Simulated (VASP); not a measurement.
Energy against volume of NiO (rock salt, AFM-II order). Method: RPBE GGA, VASP's PBE PAW potentials (set 64) (plane waves; VASP). Run with 520 eV cut-off, 9×9×9 Γ-centred mesh, Gaussian smearing of 0.050 eV, potentials Ni O.

```csv
V (Å³/atom),E (eV/atom)
8.957,-5.41457
9.243,-5.43107
9.528,-5.43647
9.814,-5.43252
```

### Question
Fit these four points and predict the energy of the run at 10.100 Å³/atom.

### Answer
A cubic in V^(−2/3), the third-order Birch-Murnaghan form, passes through the four points with V0 = 9.54 Å³/atom and B0 = 174 GPa, and gives -5.4206 eV/atom there. The run gave -5.4207 eV/atom, -0.0 meV/atom from the fit; all five points give B0 = 173 GPa.

The compound is NiO in the rock salt, AFM-II order structure. It was relaxed first.
